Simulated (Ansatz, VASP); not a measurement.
## WS2 (Tungstenite) in two plane-wave programs

Wanted: the spread between two codes on one cell, functional and k mesh. The cell is taken from a series of runs on this material, whose earlier steps may have relaxed, scaled, displaced or heated it; both programs get it as it stands.

Method: plane waves, with VASP 6.6.1 beside it; G0W0 gap at r2SCAN, in Ansatz 0.2.0.

### 1. Starting point

It takes space group P6_3/mmc (No. 194, hexagonal). Conventional cell: a = 3.153 Å, b = 3.153 Å, c = 12.323 Å, α = 90.00°, β = 90.00°, γ = 120.00°. Nearest to W lie 6 S at 2.40 Å. Nearest to S lie 3 W at 2.40 Å. Farther neighbours and most contacts between anions are not listed.

As a file:

```cif
data_structure
_symmetry_space_group_name_H-M 'P 1'
_symmetry_Int_Tables_number 1
_cell_length_a 3.1532
_cell_length_b 3.1532
_cell_length_c 12.3230
_cell_angle_alpha 90.000
_cell_angle_beta 90.000
_cell_angle_gamma 120.000
_cell_volume 106.11
loop_
_atom_site_label
_atom_site_type_symbol
_atom_site_fract_x
_atom_site_fract_y
_atom_site_fract_z
_atom_site_occupancy
W1 W 0.33333 0.66667 0.25000 1
W2 W 0.66667 0.33333 0.75000 1
S3 S 0.33333 0.66667 0.62250 1
S4 S 0.66667 0.33333 0.12250 1
S5 S 0.33333 0.66667 0.87750 1
S6 S 0.66667 0.33333 0.37750 1
```

### 2. VASP: G0W0 gap, r2SCAN

Quasiparticle shifts depend on high empty states and on the cores, so they are the hardest test of two PAW sets.

Lines of VASP's logs that name or quote its potential files are left out, and so is its time.

The run reads the wave functions of an earlier VASP run, which isn't shown here.

The input, INCAR:

```
SYSTEM = WS2
PREC = Accurate
ENCUT = 340
ISMEAR = 0
SIGMA = 0.01
LREAL = .FALSE.
METAGGA = R2SCAN
LASPH = .TRUE.
NBANDS = 272
ALGO = EVGW0
NELMGW = 1
ENCUTGW = 100
NOMEGA = 64
PRECFOCK = Fast
NBANDSGW = 40
LWAVE = .FALSE.
LCHARG = .FALSE.
```

The input, POSCAR:

```
WS2
1.0
    3.1532000000      0.0000000000      0.0000000000
   -1.5766000000      2.7307513032      0.0000000000
    0.0000000000      0.0000000000     12.3230000000
W S
2 4
Direct
    0.3333333333      0.6666666667      0.2500000000
    0.6666666667      0.3333333333      0.7500000000
    0.3333333333      0.6666666667      0.6225000000
    0.6666666667      0.3333333333      0.1225000000
    0.3333333333      0.6666666667      0.8775000000
    0.6666666667      0.3333333333      0.3775000000
```

The input, KPOINTS:

```
Automatic mesh
0
Gamma
6 6 2
0 0 0
```

Potentials, in the order of the species: W_sv_GW and S_GW (PBE family, release 64).

On the command line:

```
$ mpirun -np 8 vasp_std
```

Numbers of over 12 decimals in the logs are rounded to 6 here.

Output:

```text
[banner, memory and clock lines left out]
running    8 mpi-ranks, on    1 nodes
 distrk:  each k-point on    8 cores,    1 groups
 distr:  one band on    1 cores,    8 groups

 POSCAR found type information on POSCAR W S
 POSCAR found :  2 types and       6 ions
|                                                                             |
|           W    W    AA    RRRRR   N    N  II  N    N   GGGG   !!!           |
|           W    W   A  A   R    R  NN   N  II  NN   N  G    G  !!!           |
|           W    W  A    A  R    R  N N  N  II  N N  N  G       !!!           |
|           W WW W  AAAAAA  RRRRR   N  N N  II  N  N N  G  GGG   !            |
|           WW  WW  A    A  R   R   N   NN  II  N   NN  G    G                |
|           W    W  A    A  R    R  N    N  II  N    N   GGGG   !!!           |
|                                                                             |
|     For optimal performance we recommend to set                             |
|       NCORE = 2 up to number-of-cores-per-socket                            |
|     NCORE specifies how many cores store one orbital (NPAR=cpu/NCORE).      |
|     This setting can greatly improve the performance of VASP for DFT.       |
|     The default, NCORE=1 might be grossly inefficient on modern             |
|     multi-core architectures or massively parallel machines. Do your        |
|     Unfortunately you need to use the default for GW and RPA                |
|     calculations (for HF NCORE is supported but not extensively tested      |
|     yet).                                                                   |
|                                                                             |

|                                                                             |
|               ----> ADVICE to this user running VASP <----                  |
|                                                                             |
|     You enforced a specific xc type in the INCAR file but a different       |
|     [... a line on the potential file left out ...]
|     I HOPE YOU KNOW WHAT YOU ARE DOING!                                     |
|                                                                             |

|                                                                             |
|           W    W    AA    RRRRR   N    N  II  N    N   GGGG   !!!           |
|           W    W   A  A   R    R  NN   N  II  NN   N  G    G  !!!           |
|           W    W  A    A  R    R  N N  N  II  N N  N  G       !!!           |
|           W WW W  AAAAAA  RRRRR   N  N N  II  N  N N  G  GGG   !            |
|           WW  WW  A    A  R   R   N   NN  II  N   NN  G    G                |
|           W    W  A    A  R    R  N    N  II  N    N   GGGG   !!!           |
|                                                                             |
|     The default for ENCUTGWSOFT is different in this version of VASP.       |
|     please manually set ENCUTGWSOFT =100 in the INCAR file.                 |
|                                                                             |

 LDA part: xc-table for (None), standard interpolation
 found WAVECAR, reading the header
 POSCAR, INCAR and KPOINTS ok, starting setup
 FFT: planning ... GRIDC
 FFT: planning ... GRID_SOFT
 FFT: planning ... GRID
 reading WAVECAR
 the WAVECAR file was read successfully
 initial charge from wavefunction
 available memory per node:     37.14 GB, setting MAXMEM to     38035

 The Fermi energy was updated, please check that it is located mid-gap
 values below the HOMO (VB) or above the LUMO (CB) will cause erroneous energies
 E-fermi :   8.2963

 calculate exact exchange contribution
 the WAVEDER file was read successfully
|                                                                             |
|           W    W    AA    RRRRR   N    N  II  N    N   GGGG   !!!           |
|           W    W   A  A   R    R  NN   N  II  NN   N  G    G  !!!           |
|           W    W  A    A  R    R  N N  N  II  N N  N  G       !!!           |
|           W WW W  AAAAAA  RRRRR   N  N N  II  N  N N  G  GGG   !            |
|           WW  WW  A    A  R   R   N   NN  II  N   NN  G    G                |
|           W    W  A    A  R    R  N    N  II  N    N   GGGG   !!!           |
|                                                                             |
|     Automatic setting of frequency mesh for GW failed. Frequency mesh       |
|     properly not suitable for determining QP energies. Consider             |
|     increasing number of kpoints.                                           |
|                                                                             |

energies w=
    0.000    0.000    0.838    0.000    1.674    0.000    2.507    0.000
    3.334    0.000    4.154    0.000    4.966    0.000    5.770    0.000
    6.563    0.000    7.345    0.000    8.118    0.000    8.879    0.000
    9.630    0.000   10.371    0.000   11.103    0.000   11.827    0.000
   12.543    0.000   13.252    0.000   13.955    0.000   14.655    0.000
   15.351    0.000   16.046    0.000   16.741    0.000   17.437    0.000
   18.136    0.000   18.840    0.000   19.551    0.000   20.271    0.000
   21.001    0.000   21.744    0.000   22.503    0.000   23.280    0.000
   24.078    0.000   24.900    0.000   25.749    0.000   26.631    0.000
   27.548    0.000   28.507    0.000   29.512    0.000   30.571    0.000
   31.690    0.000   32.879    0.000   34.146    0.000   35.505    0.000
   36.969    0.000   38.555    0.000   40.282    0.000   42.174    0.000
   44.261    0.000   46.579    0.000   49.174    0.000   52.102    0.000
   55.438    0.000   59.277    0.000   63.747    0.000   69.021    0.000
   75.340    0.000   83.048    0.000   92.660    0.000  104.973    0.000
  121.295    0.000  143.938    0.000  177.393    0.000  231.725    0.000
 responsefunction array rank=     264
 LDA part: xc-table for (None), standard interpolation

 min. memory requirement per mpi rank    295.9 MB, per node   2367.3 MB

 allocating   8 responsefunctions rank=   264
 shmem allocating  64 responsefunctions rank=   264
 response function shared by NCSHMEM nodes    1
 Doing            8  frequencies on each core in blocks of           64
NQ=   1    0.0000    0.0000    0.0000,
|.........|.........|.........|.........|.........|.........|.........|.........
 performed       1225000 updates of chi_q(r,r)
 total number of BLAS operations        637.59 Gflops
NQ=   2    0.1667   -0.0000    0.0000,
|.........|.........|.........|.........|.........|.........|.........|.........
 performed       3451000 updates of chi_q(r,r)
 total number of BLAS operations       1832.50 Gflops
NQ=   3    0.3333   -0.0000    0.0000,
|.........|.........|.........|.........|.........|.........|.........|.........
 performed       5677000 updates of chi_q(r,r)
 total number of BLAS operations       2875.70 Gflops
NQ=   4    0.5000   -0.0000    0.0000,
|.........|.........|.........|.........|.........|.........|.........|.........
 performed       7337000 updates of chi_q(r,r)
 total number of BLAS operations       3628.33 Gflops
NQ=   5    0.1667    0.1667    0.0000,
|.........|.........|.........|.........|.........|.........|.........|.........
 performed       9563000 updates of chi_q(r,r)
 total number of BLAS operations       4662.92 Gflops
NQ=   6    0.3333    0.1667    0.0000,
|.........|.........|.........|.........|.........|.........|.........|.........
 performed      12050000 updates of chi_q(r,r)
 total number of BLAS operations       5752.68 Gflops
NQ=   7    0.3333    0.3333    0.0000,
|.........|.........|.........|.........|.........|.........|.........|.........
 performed      13493000 updates of chi_q(r,r)
 total number of BLAS operations       6417.73 Gflops
NQ=   8    0.0000    0.0000    0.5000,
|.........|.........|.........|.........|.........|.........|.........|.........
 performed      14718000 updates of chi_q(r,r)
 total number of BLAS operations       7020.80 Gflops
NQ=   9    0.1667   -0.0000    0.5000,
|.........|.........|.........|.........|.........|.........|.........|.........
 performed      16944000 updates of chi_q(r,r)
 total number of BLAS operations       8116.37 Gflops
NQ=  10    0.3333   -0.0000    0.5000,
|.........|.........|.........|.........|.........|.........|.........|.........
 performed      19170000 updates of chi_q(r,r)
 total number of BLAS operations       9159.57 Gflops
NQ=  11    0.5000   -0.0000    0.5000,
|.........|.........|.........|.........|.........|.........|.........|.........
 performed      20830000 updates of chi_q(r,r)
 total number of BLAS operations       9874.72 Gflops
NQ=  12    0.1667    0.1667    0.5000,
|.........|.........|.........|.........|.........|.........|.........|.........
 performed      23056000 updates of chi_q(r,r)
 total number of BLAS operations      10866.83 Gflops
NQ=  13    0.3333    0.1667    0.5000,
|.........|.........|.........|.........|.........|.........|.........|.........
 performed      25543000 updates of chi_q(r,r)
 total number of BLAS operations      12013.19 Gflops
NQ=  14    0.3333    0.3333    0.5000,
|.........|.........|.........|.........|.........|.........|.........|.........
 performed      26986000 updates of chi_q(r,r)
 total number of BLAS operations      12711.91 Gflops
 resolving degeneracies of screened two electron integrals

 calculate QP shifts <psi_nk| G(iteration)W_0 |psi_nk>: iteration 1
 entering main loop
```

OUTCAR, selected parts (step 2):

```text
ion  position               nearest neighbor table
   1  0.333  0.667  0.250-   4 2.40   6 2.40   4 2.40   6 2.40   4 2.40   6 2.40
   2  0.667  0.333  0.750-   3 2.40   5 2.40   3 2.40   5 2.40   3 2.40   5 2.40
   3  0.333  0.667  0.623-   2 2.40   2 2.40   2 2.40
   4  0.667  0.333  0.123-   1 2.40   1 2.40   1 2.40
   5  0.333  0.667  0.877-   2 2.40   2 2.40   2 2.40
   6  0.667  0.333  0.377-   1 2.40   1 2.40   1 2.40

  LATTYP: Found a hexagonal cell.
 ALAT       =     3.1532000000
 C/A-ratio  =     3.9080933655

 Subroutine GETGRP returns: Found 24 space group operations
 (whereof 12 operations were pure point group operations)

The static configuration has the point symmetry D_3d.
 The point group associated with its full space group is D_6h.

 Found     14 irreducible k-points:

   k-points           NKPTS =     14   k-points in BZ     NKDIM =     72   number of bands    NBANDS=    272

   dimension x,y,z NGX =    20 NGY =   20 NGZ =   80
   dimension x,y,z NGXF=    40 NGYF=   40 NGZF=  160

   ENCUT  =  340.0 eV  24.99 Ry    5.00 a.u.   4.74  4.74 18.53*2*pi/ulx,y,z

   NELECT =      52.0000    total number of electrons

  energy-cutoff  :      340.00
  volume of cell :      106.11
      direct lattice vectors                 reciprocal lattice vectors
     3.153200000  0.000000000  0.000000000     0.317138145  0.183099794  0.000000000
    -1.576600000  2.730751303  0.000000000     0.000000000  0.366199587  0.000000000
     0.000000000  0.000000000 12.323000000     0.000000000  0.000000000  0.081149071

 k-points in reciprocal lattice and weights: Automatic mesh
   0.00000000  0.00000000  0.00000000       0.014
   0.16666667 -0.00000000  0.00000000       0.083
   0.33333333 -0.00000000  0.00000000       0.083
   0.50000000 -0.00000000  0.00000000       0.042
   0.16666667  0.16666667  0.00000000       0.083
   0.33333333  0.16666667  0.00000000       0.167
   0.33333333  0.33333333  0.00000000       0.028
   0.00000000  0.00000000  0.50000000       0.014
   0.16666667 -0.00000000  0.50000000       0.083
[...]
0.33333333  0.16666667  0.50000000       0.167
   0.33333333  0.33333333  0.50000000       0.028

 E-fermi :   8.2963

 QP shifts <psi_nk| G(iteration)W_0 |psi_nk>: iteration 1
 for sc-GW calculations column KS-energies equals QP-energies in previous step
 and V_xc(KS)=  KS-energies - (<T + V_ion + V_H > + <T+V_H+V_ion>^1  + <V_x>^1)
 k-point   1 :       0.0000    0.0000    0.0000
  band No.  KS-energies  QP-energies   sigma(KS)   V_xc(KS)     V^pw_x(r,r')   Z            occupation Imag(sigma)
    ...
     23       5.4206       5.4216     -15.4971     -15.4984     -17.2329       0.7727       2.0000       0.2054
     24       6.1037       5.9177     -14.2775     -14.0374     -16.4028       0.7747       2.0000       0.2225
     25       6.4909       6.4619     -14.3867     -14.3493     -15.4925       0.7760       2.0000       0.1726
     26       7.7533       7.8163     -15.3507     -15.4320     -16.0251       0.7753       2.0000       0.1104
     27      10.2152      10.8451     -14.1860     -14.9976     -10.3204       0.7763       0.0000      -0.2463
     28      10.2152      10.8451     -14.1860     -14.9976     -10.3204       0.7763       0.0000      -0.2463
     29      10.2269      10.8482     -14.1055     -14.9055     -10.2273       0.7766       0.0000      -0.2471
     30      10.2269      10.8482     -14.1055     -14.9055     -10.2273       0.7766       0.0000      -0.2471
    ...

 k-point   2 :       0.1667   -0.0000    0.0000
  band No.  KS-energies  QP-energies   sigma(KS)   V_xc(KS)     V^pw_x(r,r')   Z            occupation Imag(sigma)
    ...
     23       5.2827       5.1086     -14.2452     -14.0200     -16.4126       0.7731       2.0000       0.2387
     24       6.1661       5.9904     -14.2814     -14.0546     -16.3839       0.7745       2.0000       0.2171
     25       6.4410       6.4382     -14.7107     -14.7071     -15.9078       0.7741       2.0000       0.1773
     26       6.8830       6.9028     -14.9702     -14.9958     -16.0040       0.7741       2.0000       0.1514
     27       9.4546       9.9499     -13.7097     -14.3464     -10.1398       0.7779       0.0000      -0.2225
     28       9.8683      10.4394     -14.2306     -14.9698     -10.6348       0.7726       0.0000      -0.2392
     29      10.1123      10.6986     -14.4368     -15.1982     -10.7108       0.7701       0.0000      -0.2580
     30      10.1172      10.7031     -14.2403     -14.9948     -10.3712       0.7765       0.0000      -0.2536
    ...

 k-point   3 :       0.3333   -0.0000    0.0000
  band No.  KS-energies  QP-energies   sigma(KS)   V_xc(KS)     V^pw_x(r,r')   Z            occupation Imag(sigma)
    ...
     23       5.3202       5.2174     -14.7137     -14.5803     -16.8762       0.7710       2.0000       0.2398
     24       5.4529       5.3655     -14.8454     -14.7323     -16.9378       0.7726       2.0000       0.2310
     25       5.6398       5.5790     -14.2511     -14.1727     -15.7408       0.7756       2.0000       0.2188
     26       5.9262       5.8912     -14.5732     -14.5280     -16.0237       0.7750       2.0000       0.2050
     27       9.5356      10.0690     -14.0312     -14.7172     -10.2496       0.7775       0.0000      -0.2387
     28       9.7824      10.4180     -15.0948     -15.9204     -11.1984       0.7698       0.0000      -0.2564
     29       9.9510      10.5925     -15.2296     -16.0648     -11.2742       0.7681       0.0000      -0.2671
     30      10.3205      10.9266     -14.6527     -15.4393     -10.6407       0.7706       0.0000      -0.2852
    ...

 k-point   4 :       0.5000   -0.0000    0.0000
  band No.  KS-energies  QP-energies   sigma(KS)   V_xc(KS)     V^pw_x(r,r')   Z            occupation Imag(sigma)
    ...
     23       5.6231       5.4887     -14.3750     -14.2016     -16.4996       0.7747       2.0000       0.2258
     24       5.8314       5.7146     -14.5453     -14.3949     -16.5973       0.7765       2.0000       0.2154
     25       5.9514       5.8051     -13.8000     -13.6130     -15.3670       0.7821       2.0000       0.2008
     26       6.1396       6.0555     -14.2502     -14.1423     -15.7161       0.7793       2.0000       0.1921
     27      10.1962      10.9024     -16.0947     -17.0206     -11.8130       0.7626       0.0000      -0.3010
     28      10.2427      10.9472     -16.1153     -17.0399     -11.8076       0.7619       0.0000      -0.3053
     29      10.4778      11.0956     -14.8829     -15.6869     -10.6112       0.7684       0.0000      -0.3135
     30      10.7733      11.4402     -15.6599     -16.5329     -11.2402       0.7639       0.0000      -0.3435
    ...

[... 4 further parts left out ...]
```

This run has no spin polarisation, so a moment on W, if there is one, isn't seen.

(Continued in part 2 of 2.)

[Lines on the potential files, build, host, timing and source positions are cut from VASP's logs without a mark.]

[Logs are printed without paths, hosts, clocks, repeated set-up lines and the standing remarks that a program may print on its own settings, such as how far it seeks lower states.]

[Hosts, paths, dates, database ids (printed as entryN), source tags and the programs' standing remarks are cut or masked in the printed files.]
